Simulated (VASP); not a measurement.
# Quasiparticle energies of BP in VASP, part 2 of 3

Aim: the quasiparticle gap of BP, and what it costs to get it. The cell is of the zinc-blende type, one of the forms listed for this formula, which need not be the common one. The start is a cell from a database of measured crystal structures.

VASP 6.6.1, plane waves and PAW; the level of theory is named at each step.

So far, gap on the k-mesh (eV): step 3 (empty bands) 1.33.

## (4) evGW0

This step: evGW0 on PBE; plane waves and PAW (P_GW, B_GW) (VASP 6.6.1).

The lowest NBANDSGW levels in G are updated for four passes while W stays fixed, so the result depends less on the starting levels.

INCAR reads:

```
SYSTEM = BP
PREC = Accurate
ENCUT = 340
ISMEAR = 0
SIGMA = 0.01
LREAL = .FALSE.
GGA = PE
NBANDS = 132
ALGO = EVGW0
NELMGW = 4
ENCUTGW = 180
NOMEGA = 48
PRECFOCK = Fast
NBANDSGW = 12
LWAVE = .FALSE.
LCHARG = .FALSE.
```

POSCAR reads:

```
BP
1.0
    0.0000000000      2.2690000000      2.2690000000
    2.2690000000      0.0000000000      2.2690000000
    2.2690000000      2.2690000000      0.0000000000
P B
1 1
Direct
    0.7500000000      0.7500000000      0.7500000000
    0.0000000000      0.0000000000      0.0000000000
```

KPOINTS reads:

```
Automatic mesh
0
Gamma
6 6 6
0 0 0
```

The projector-augmented-wave data sets are P_GW and B_GW (PBE family, release 64).

On the command line:

```console
$ mpirun -np 4 vasp_std
```

What it wrote:

```text
[banner, memory and clock lines left out]
running    4 mpi-ranks, on    1 nodes
 distrk:  each k-point on    4 cores,    1 groups
 distr:  one band on    1 cores,    4 groups

 POSCAR found type information on POSCAR P B
 POSCAR found :  2 types and       2 ions
|                                                                             |
|           W    W    AA    RRRRR   N    N  II  N    N   GGGG   !!!           |
|           W    W   A  A   R    R  NN   N  II  NN   N  G    G  !!!           |
|           W    W  A    A  R    R  N N  N  II  N N  N  G       !!!           |
|           W WW W  AAAAAA  RRRRR   N  N N  II  N  N N  G  GGG   !            |
|           WW  WW  A    A  R   R   N   NN  II  N   NN  G    G                |
|           W    W  A    A  R    R  N    N  II  N    N   GGGG   !!!           |
|                                                                             |
|     The default for ENCUTGWSOFT is different in this version of VASP.       |
|     please manually set ENCUTGWSOFT =180 in the INCAR file.                 |
|                                                                             |

 LDA part: xc-table for (Slater+PW92), standard interpolation
 found WAVECAR, reading the header
 POSCAR, INCAR and KPOINTS ok, starting setup
 FFT: planning ... GRIDC
 FFT: planning ... GRID_SOFT
 FFT: planning ... GRID
 reading WAVECAR
 the WAVECAR file was read successfully
 initial charge from wavefunction
 available memory per node:     69.98 GB, setting MAXMEM to     71656

 The Fermi energy was updated, please check that it is located mid-gap
 values below the HOMO (VB) or above the LUMO (CB) will cause erroneous energies
 E-fermi :   7.8053

 calculate exact exchange contribution
 the WAVEDER file was read successfully
energies w=
    0.000    0.000    0.596    0.000    1.190    0.000    1.778    0.000
    2.360    0.000    2.934    0.000    3.497    0.000    4.051    0.000
    4.595    0.000    5.128    0.000    5.652    0.000    6.167    0.000
    6.675    0.000    7.177    0.000    7.674    0.000    8.169    0.000
    8.664    0.000    9.159    0.000    9.658    0.000   10.164    0.000
   10.678    0.000   11.203    0.000   11.743    0.000   12.301    0.000
   12.882    0.000   13.489    0.000   14.128    0.000   14.806    0.000
   15.531    0.000   16.310    0.000   17.155    0.000   18.080    0.000
   19.100    0.000   20.239    0.000   21.521    0.000   22.985    0.000
   24.675    0.000   26.659    0.000   29.023    0.000   31.898    0.000
   35.475    0.000   40.051    0.000   46.113    0.000   54.518    0.000
   66.931    0.000   87.056    0.000  125.164    0.000  224.204    0.000
 responsefunction array rank=     140
 LDA part: xc-table for (Slater+PW92), standard interpolation

 min. memory requirement per mpi rank    154.7 MB, per node    618.8 MB

 allocating  12 responsefunctions rank=   140
 shmem allocating  48 responsefunctions rank=   140
 response function shared by NCSHMEM nodes    1
 Doing           12  frequencies on each core in blocks of           48
NQ=   1    0.0000    0.0000    0.0000,
|.........|.........|.........|.........|.........|.........|.........|.........
 performed        271000 updates of chi_q(r,r)
 total number of BLAS operations         40.82 Gflops
NQ=   2    0.1667    0.0000    0.0000,
|.........|.........|.........|.........|.........|.........|.........|.........
 performed        758000 updates of chi_q(r,r)
 total number of BLAS operations        105.69 Gflops
NQ=   3    0.3333    0.0000    0.0000,
|.........|.........|.........|.........|.........|.........|.........|.........
 performed       1245000 updates of chi_q(r,r)
 total number of BLAS operations        179.94 Gflops
NQ=   4    0.5000    0.0000    0.0000,
|.........|.........|.........|.........|.........|.........|.........|.........
 performed       1656000 updates of chi_q(r,r)
 total number of BLAS operations        227.31 Gflops
NQ=   5    0.1667    0.1667    0.0000,
|.........|.........|.........|.........|.........|.........|.........|.........
 performed       2143000 updates of chi_q(r,r)
 total number of BLAS operations        292.19 Gflops
NQ=   6    0.3333    0.1667    0.0000,
|.........|.........|.........|.........|.........|.........|.........|.........
 performed       2902000 updates of chi_q(r,r)
 total number of BLAS operations        401.32 Gflops
NQ=   7    0.5000    0.1667    0.0000,
|.........|.........|.........|.........|.........|.........|.........|.........
 performed       3661000 updates of chi_q(r,r)
 total number of BLAS operations        493.27 Gflops
NQ=   8   -0.3333    0.1667    0.0000,
|.........|.........|.........|.........|.........|.........|.........|.........
 performed       4420000 updates of chi_q(r,r)
 total number of BLAS operations        597.58 Gflops
NQ=   9   -0.1667    0.1667    0.0000,
|.........|.........|.........|.........|.........|.........|.........|.........
 performed       5078000 updates of chi_q(r,r)
 total number of BLAS operations        696.43 Gflops
NQ=  10    0.3333    0.3333    0.0000,
|.........|.........|.........|.........|.........|.........|.........|.........
 performed       5565000 updates of chi_q(r,r)
 total number of BLAS operations        761.31 Gflops
NQ=  11    0.5000    0.3333    0.0000,
|.........|.........|.........|.........|.........|.........|.........|.........
 performed       6324000 updates of chi_q(r,r)
 total number of BLAS operations        854.76 Gflops
NQ=  12   -0.3333    0.3333    0.0000,
|.........|.........|.........|.........|.........|.........|.........|.........
 performed       6982000 updates of chi_q(r,r)
 total number of BLAS operations        933.15 Gflops
NQ=  13    0.5000    0.5000    0.0000,
|.........|.........|.........|.........|.........|.........|.........|.........
 performed       7348000 updates of chi_q(r,r)
 total number of BLAS operations        972.65 Gflops
NQ=  14    0.5000    0.3333    0.1667,
|.........|.........|.........|.........|.........|.........|.........|.........
 performed       8202000 updates of chi_q(r,r)
 total number of BLAS operations       1088.22 Gflops
NQ=  15   -0.3333    0.3333    0.1667,
|.........|.........|.........|.........|.........|.........|.........|.........
 performed       9006000 updates of chi_q(r,r)
 total number of BLAS operations       1183.96 Gflops
NQ=  16   -0.3333    0.5000    0.1667,
|.........|.........|.........|.........|.........|.........|.........|.........
 performed       9667000 updates of chi_q(r,r)
 total number of BLAS operations       1265.34 Gflops
 resolving degeneracies of screened two electron integrals

[...]
total number of BLAS operations       1183.96 Gflops
NQ=  16   -0.3333    0.5000    0.1667,
|.........|.........|.........|.........|.........|.........|.........|.........
 performed       9667000 updates of chi_q(r,r)
 total number of BLAS operations       1265.34 Gflops
 resolving degeneracies of screened two electron integrals

 calculate QP shifts <psi_nk| G(iteration)W_0 |psi_nk>: iteration 2
 allocating  12 responsefunctions rank=   140
 shmem allocating  48 responsefunctions rank=   140
 response function shared by NCSHMEM nodes    1
 Doing           12  frequencies on each core in blocks of           48
NQ=   1    0.0000    0.0000    0.0000,
|.........|.........|.........|.........|.........|.........|.........|.........
 performed        271000 updates of chi_q(r,r)
 total number of BLAS operations         40.82 Gflops
NQ=   2    0.1667    0.0000    0.0000,
|.........|.........|.........|.........|.........|.........|.........|.........
 performed        758000 updates of chi_q(r,r)
 total number of BLAS operations        105.69 Gflops
NQ=   3    0.3333    0.0000    0.0000,
|.........|.........|.........|.........|.........|.........|.........|.........
 performed       1245000 updates of chi_q(r,r)
 total number of BLAS operations        179.94 Gflops
NQ=   4    0.5000    0.0000    0.0000,
|.........|.........|.........|.........|.........|.........|.........|.........
 performed       1656000 updates of chi_q(r,r)
 total number of BLAS operations        227.31 Gflops
NQ=   5    0.1667    0.1667    0.0000,
|.........|.........|.........|.........|.........|.........|.........|.........
 performed       2143000 updates of chi_q(r,r)
 total number of BLAS operations        292.19 Gflops
NQ=   6    0.3333    0.1667    0.0000,
|.........|.........|.........|.........|.........|.........|.........|.........
 performed       2902000 updates of chi_q(r,r)
 total number of BLAS operations        401.32 Gflops
NQ=   7    0.5000    0.1667    0.0000,
|.........|.........|.........|.........|.........|.........|.........|.........
 performed       3661000 updates of chi_q(r,r)
 total number of BLAS operations        493.27 Gflops
NQ=   8   -0.3333    0.1667    0.0000,
|.........|.........|.........|.........|.........|.........|.........|.........
 performed       4420000 updates of chi_q(r,r)
 total number of BLAS operations        597.58 Gflops
NQ=   9   -0.1667    0.1667    0.0000,
|.........|.........|.........|.........|.........|.........|.........|.........
 performed       5078000 updates of chi_q(r,r)
 total number of BLAS operations        696.43 Gflops
NQ=  10    0.3333    0.3333    0.0000,
|.........|.........|.........|.........|.........|.........|.........|.........
 performed       5565000 updates of chi_q(r,r)
 total number of BLAS operations        761.31 Gflops
NQ=  11    0.5000    0.3333    0.0000,
|.........|.........|.........|.........|.........|.........|.........|.........
 performed       6324000 updates of chi_q(r,r)
 total number of BLAS operations        854.76 Gflops
NQ=  12   -0.3333    0.3333    0.0000,
|.........|.........|.........|.........|.........|.........|.........|.........
 performed       6982000 updates of chi_q(r,r)
 total number of BLAS operations        933.15 Gflops
NQ=  13    0.5000    0.5000    0.0000,
|.........|.........|.........|.........|.........|.........|.........|.........
 performed       7348000 updates of chi_q(r,r)
 total number of BLAS operations        972.65 Gflops
NQ=  14    0.5000    0.3333    0.1667,
|.........|.........|.........|.........|.........|.........|.........|.........
 performed       8202000 updates of chi_q(r,r)
 total number of BLAS operations       1088.22 Gflops
NQ=  15   -0.3333    0.3333    0.1667,
|.........|.........|.........|.........|.........|.........|.........|.........
 performed       9006000 updates of chi_q(r,r)
 total number of BLAS operations       1183.96 Gflops
NQ=  16   -0.3333    0.5000    0.1667,
|.........|.........|.........|.........|.........|.........|.........|.........
 performed       9667000 updates of chi_q(r,r)
 total number of BLAS operations       1265.34 Gflops
 resolving degeneracies of screened two electron integrals

 calculate QP shifts <psi_nk| G(iteration)W_0 |psi_nk>: iteration 3
 allocating  12 responsefunctions rank=   140
 shmem allocating  48 responsefunctions rank=   140
 response function shared by NCSHMEM nodes    1
 Doing           12  frequencies on each core in blocks of           48
NQ=   1    0.0000    0.0000    0.0000,
|.........|.........|.........|.........|.........|.........|.........|.........
 performed        271000 updates of chi_q(r,r)
 total number of BLAS operations         40.82 Gflops
NQ=   2    0.1667    0.0000    0.0000,
|.........|.........|.........|.........|.........|.........|.........|.........
 performed        758000 updates of chi_q(r,r)
 total number of BLAS operations        105.69 Gflops
NQ=   3    0.3333    0.0000    0.0000,
|.........|.........|.........|.........|.........|.........|.........|.........
 performed       1245000 updates of chi_q(r,r)
 total number of BLAS operations        179.94 Gflops
NQ=   4    0.5000    0.0000    0.0000,
|.........|.........|.........|.........|.........|.........|.........|.........
 performed       1656000 updates of chi_q(r,r)
 total number of BLAS operations        227.31 Gflops
NQ=   5    0.1667    0.1667    0.0000,
|.........|.........|.........|.........|.........|.........|.........|.........
 performed       2143000 updates of chi_q(r,r)
 total number of BLAS operations        292.19 Gflops
NQ=   6    0.3333    0.1667    0.0000,
|.........|.........|.........|.........|.........|.........|.........|.........
 performed       2902000 updates of chi_q(r,r)
 total number of BLAS operations        401.32 Gflops
NQ=   7    0.5000    0.1667    0.0000,
|.........|.........|.........|.........|.........|.........|.........|.........
 performed       3661000 updates of chi_q(r,r)
 total number of BLAS operations        493.27 Gflops
NQ=   8   -0.3333    0.1667    0.0000,
|.........|.........|.........|.........|.........|.........|.........|.........
 performed       4420000 updates of chi_q(r,r)
 total number of BLAS operations        597.58 Gflops
NQ=   9   -0.1667    0.1667    0.0000,
|.........|.........|.........|.........|.........|.........|.........|.........
 performed       5078000 updates of chi_q(r,r)
 total number of BLAS operations        696.43 Gflops
NQ=  10    0.3333    0.3333    0.0000,
|.........|.........|.........|.........|.........|.........|.........|.........
 performed       5565000 updates of chi_q(r,r)
 total number of BLAS operations        761.31 Gflops
NQ=  11    0.5000    0.3333    0.0000,
|.........|.........|.........|.........|.........|.........|.........|.........
 performed       6324000 updates of chi_q(r,r)
 total number of BLAS operations        854.76 Gflops
NQ=  12   -0.3333    0.3333    0.0000,
|.........|.........|.........|.........|.........|.........|.........|.........
 performed       6982000 updates of chi_q(r,r)
 total number of BLAS operations        933.15 Gflops
NQ=  13    0.5000    0.5000    0.0000,
|.........|.........|.........|.........|.........|.........|.........|.........
 performed       7348000 updates of chi_q(r,r)
 total number of BLAS operations        972.65 Gflops
NQ=  14    0.5000    0.3333    0.1667,
|.........|.........|.........|.........|.........|.........|.........|.........
 performed       8202000 updates of chi_q(r,r)
 total number of BLAS operations       1088.22 Gflops
NQ=  15   -0.3333    0.3333    0.1667,
|.........|.........|.........|.........|.........|.........|.........|.........
 performed       9006000 updates of chi_q(r,r)
 total number of BLAS operations       1183.96 Gflops
NQ=  16   -0.3333    0.5000    0.1667,
|.........|.........|.........|.........|.........|.........|.........|.........
 performed       9667000 updates of chi_q(r,r)
 total number of BLAS operations       1265.34 Gflops
 resolving degeneracies of screened two electron integrals

 calculate QP shifts <psi_nk| G(iteration)W_0 |psi_nk>: iteration 4
 entering main loop
```

Elapsed: 1.8 min, on 4 MPI ranks of Intel Xeon 6975P-C (Granite Rapids), shared host; peak memory 0.81 GiB; 7 min of CPU time.

(Part 2 of 3 ends here.)

[Lines on the potential files, build, host, timing and source positions are cut from VASP's logs without a mark.]

[Logs are printed without paths, hosts, clocks, repeated set-up lines and the standing remarks that a program may print on its own settings, such as how far it seeks lower states.]

[Hosts, paths, dates, database ids (printed as entryN), source tags and the programs' standing remarks are cut or masked in the printed files.]

[Pressures printed for these runs are not shown converged in the cutoff: they can be off by several GPa and have the wrong sign.]

[In band tables of VASP the shares of atoms and orbitals are scaled to a sum of 1 inside the atoms' spheres.]
